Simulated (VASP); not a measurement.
**MnO (Manganosite): relaxation of cell and atoms with PBE+U**

The system is MnO (Manganosite).

```
CELL_PARAMETERS angstrom
0.00000 2.25798 2.25798
2.25798 0.00000 2.25798
2.25798 2.25798 0.00000
ATOMIC_POSITIONS crystal
Mn 0.00000 0.00000 0.00000
O 0.50000 0.50000 0.50000
```

```yaml
Program: VASP 6.6.1
Task: relaxation of cell and atoms
Functional: PBE
Potentials_or_basis: VASP PAW PBE potentials, release 64 (Mn_pv, O)
Cutoff: 600 eV
k_mesh: 14 × 14 × 14
Occupations: gaussian, width 0.03 eV
Spin: collinear spin, ferromagnetic start
Starting_moments: "[5.0, 0.0] μB"
Hubbard_terms: Mn d U = 3.9 eV
Further_INCAR_settings: ALGO = Normal; EDIFF = 1e-07; AMIX = 0.2; BMIX = 0.0001; IBRION = 2; EDIFFG = -0.005; NSW = 90; ISIF = 3
```

| Quantity | Value |
| --- | --- |
| Relaxed volume | 11.50 Å³/atom |
| Relaxed cell | a = 3.192 Å, b = 3.192 Å, c = 3.192 Å, α = 60.00°, β = 60.00°, γ = 60.00° |
| Space group after relaxing (to 0.05 Å) | Fm-3m (No. 225) |
| Energy gained by relaxing | 0.0 meV/atom |
| Ionic steps | 2 |
| Pressure after relaxing | 0.1 GPa |
| Band gap on the k mesh | 0.13 eV, indirect (least direct gap 2.35 eV) |
| Net moment | 5.00 μB per cell |
| Site moments | Mn +4.63; O +0.14 μB |
| Valence electrons inside the program's atomic spheres | Mn 11.31; O 4.99 |

Final structure:
```
Mn O
1.0
     0.00000    2.25718    2.25718
     2.25718    0.00000    2.25718
     2.25718    2.25718    0.00000
Mn O
1 1
Direct
  0.00000 0.00000 0.00000
  0.50000 0.50000 0.50000
```

Levels at points of the mesh, in eV from the valence-band top:
Spin up:
```
           k point  band 9  band 10  band 11  band 12  band 13  band 14  band 15  band 16
(0.00, 0.00, 0.00)   -3.74    -2.50    -2.50    -2.50     0.13    14.61    16.11    16.11
(0.50, 0.00, 0.00)   -3.31    -2.49     0.00     0.00     4.18     8.20    12.32    12.32
(0.50, 0.50, 0.00)   -3.38    -3.09    -3.09    -3.01     5.42     8.50    10.31    14.01
```
Spin down:
```
           k point  band 3  band 4  band 5  band 6  band 7  band 8  band 9  band 10  band 11  band 12
(0.00, 0.00, 0.00)  -44.72  -18.53   -2.22   -2.22   -2.22    1.48    3.35     3.35     3.35     3.90
(0.50, 0.00, 0.00)  -44.73  -17.65   -6.01   -3.34   -3.34    4.34    4.65     4.65     5.25     5.87
(0.50, 0.50, 0.00)  -44.75  -17.62   -5.21   -3.18   -3.18    1.55    4.49     4.51     5.14     5.14
```

Eigenvalues of the final occupation matrices:
```csv
site,spin,trace,eigenvalues
site 1 d,1,4.77,0.94 0.94 0.94 0.97 0.97
site 1 d,2,0.19,0.02 0.02 0.02 0.07 0.07
```

Run time: 70 s on 1 thread of Intel(R) Xeon(R) 6975P-C (Granite Rapids), with other jobs on the host, peak memory 0.22 GiB.

Caveat: a cell with one magnetic atom can't hold antiferromagnetic order, which such compounds often take. A k mesh can miss the band edges.
